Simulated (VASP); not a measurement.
# ScSi2 under changes of volume

One of the cells (15.265 Å³/atom); the others are scaled copies at fixed shape and fractional positions:

```
Sc Si
1.0
     3.68424    0.00000    0.00000
    -1.84212    3.19064    0.00000
     0.00000    0.00000    3.89563
Sc Si
1 2
Direct
  0.00000 0.00000 0.00000
  0.66667 0.33333 0.50000
  0.33333 0.66667 0.50000
```

```yaml
Program: VASP 6.6.1
Functional: PBE
Potentials_or_basis: VASP PAW PBE potentials, release 64 (Sc_sv, Si)
Cutoff: 520 eV
k_mesh: 8 × 8 × 7
Occupations: fermi-dirac, width 0.05 eV
Spin: no spin polarisation
```

| volume (Å³/atom) | energy over the lowest point (meV/atom) | pressure (GPa) |
| --- | --- | --- |
| 14.067 | ? | ? |
| 14.367 | 221.01 | 33.8 |
| 14.666 | 161.96 | 29.3 |
| 15.265 | 67.42 | 21.4 |
| 15.564 | 30.62 | 17.9 |
| 15.863 | 0.00 | 14.8 |

**Question.** What does the run at 14.067 Å³/atom give?

**Answer.** Energy over the lowest point 288.90 meV/atom; pressure 38.8 GPa.

Worked out: A Birch-Murnaghan fit of order 3 (a polynomial in V^(-2/3)) to the other rows has no minimum within the range. It gives 289.24 meV/atom at 14.067 Å³/atom, against the run's 288.90, and -dE/dV = 39.0 GPa, against 38.8.

Energies are extrapolated to zero smearing.
